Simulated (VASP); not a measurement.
# ReSbN under changes of volume

One of the cells (17.207 Å³/atom); the others are scaled copies at fixed shape and fractional positions:

```
Re Sb N
1.0
     3.45485    0.00000    0.00000
     0.00000    3.45485    0.00000
     0.00000    0.00000    8.64953
Re Sb N
2 2 2
Direct
  0.00000 0.50000 0.87324
  0.50000 0.00000 0.12676
  0.00000 0.50000 0.33346
  0.50000 0.00000 0.66654
  0.00000 0.00000 0.00000
  0.50000 0.50000 0.00000
```

The cell comes from a database or a generator and needn't be the stable form of this composition.

* Program: VASP 6.6.1
* Functional: PBE
* Potentials or basis: VASP PAW PBE potentials, release 64 (Re, Sb, N)
* Cutoff: 520 eV
* k mesh: 8 × 8 × 3
* Occupations: fermi-dirac, width 0.05 eV
* Spin: no spin polarisation

```csv
volume (Å³/atom),energy over the lowest point (meV/atom),pressure (GPa),largest force (eV/Å)
15.857,35.88,13.1,1.472
16.195,13.43,8.2,0.956
16.532,0.63,3.9,0.483
17.207,0.00,-3.4,0.358
17.544,?,?,?
17.882,27.04,-9.3,1.073
```

Task: What does the run at 17.544 Å³/atom give?

Result: Energy over the lowest point 10.44 meV/atom; pressure -6.5 GPa; largest force 0.729 eV/Å.

Worked out: A Birch-Murnaghan fit of order 3 (a polynomial in V^(-2/3)) to the other rows has its minimum at 16.88 Å³/atom with B0 = V·E''(V) = 182 GPa and B' = 4.6 at fixed shape and positions, which overstates the stiffness. It gives 10.41 meV/atom at 17.544 Å³/atom, against the run's 10.44, and -dE/dV = -6.5 GPa, against -6.5.

Energies are extrapolated to zero smearing.

Caveats: this functional lacks dispersion, which binds the layers, so the pressure and a relaxed spacing across them are unreliable (some runs); forces of over 1 eV/Å show positions far from the minimum, so gaps and moduli don't describe the material at rest (some runs).
